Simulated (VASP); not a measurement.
All values below come from PBEsol GGA, VASP's PBE PAW potentials (set 64) (plane waves; VASP 6.6.1).

Input for VASP

**INCAR**
```
# general
SYSTEM =BBi
PREC   =Accurate
ENCUT  =520
LREAL  =.FALSE.   # projection in real space or not
LASPH  =.TRUE.   # aspherical one-centre terms

# electronic loop
EDIFF  =1E-7
NELM   =100   # most electronic steps
ALGO   =Normal
LMAXMIX=4   # l cut-off of mixed one-centre charges

# smearing
ISMEAR =-5   # tetrahedra, Bloechl

# functional
GGA    =PS

# ions
ISIF   =2   # forces and stress, cell fixed

# output
LWAVE  =.FALSE.
LCHARG =.TRUE.
LORBIT =11   # lm-projected
NEDOS  =601
```

**KPOINTS**
```
Automatic mesh
0
Gamma
9 9 5
0 0 0
```

POSCAR:
```
BBi
3.8416610
  1.0000001275   0.0000000000   0.0000000000
 -0.5000000638   0.8660254590   0.0000000000
  0.0000000000   0.0000000000   1.6469029803
B Bi
2 2
Cart
 -0.0000005000   0.5773505946   0.0002448770
  0.5000005638   0.2886748643   0.8236963672
 -0.0000005000   0.5773505946   0.6173437406
  0.5000005638   0.2886748643   1.4407952307
```

POTCAR, in this order: B Bi_d (PBE.64 set). Program: vasp_std.

Unless said otherwise, spin-orbit coupling is left out, though it shifts the bands of the heavy elements here.

Q: Predict the energy per atom (σ→0), band gap (on the k-mesh).

A: 
energy per atom (σ→0): -4.875 eV/atom
band gap (on the k-mesh): 0.10 eV

OSZICAR:
```
...
DAV:   8    -0.195013245128E+02    0.11391E-01   -0.57512E-02  2136   0.220E+00    0.163E-01
DAV:   9    -0.195003373090E+02    0.98720E-03   -0.66294E-03  2228   0.752E-01    0.698E-02
DAV:  10    -0.195004930266E+02   -0.15572E-03   -0.82839E-04  2106   0.256E-01    0.295E-02
DAV:  11    -0.195005007769E+02   -0.77503E-05   -0.18732E-04  2182   0.131E-01    0.681E-03
DAV:  12    -0.195005000040E+02    0.77293E-06   -0.11985E-05  1886   0.206E-02    0.210E-03
DAV:  13    -0.195005004010E+02   -0.39694E-06   -0.11466E-06  1686   0.731E-03    0.105E-03
DAV:  14    -0.195005003958E+02    0.51277E-08   -0.72302E-08  1224   0.388E-03
   1 F= -.19500500E+02 E0= -.19500500E+02  d E =0.000000E+00
```

The structure was generated: BBi was put into the wurtzite type (P6_3mc), which need not be its known phase. It was relaxed first, which changed the volume by +5 %.
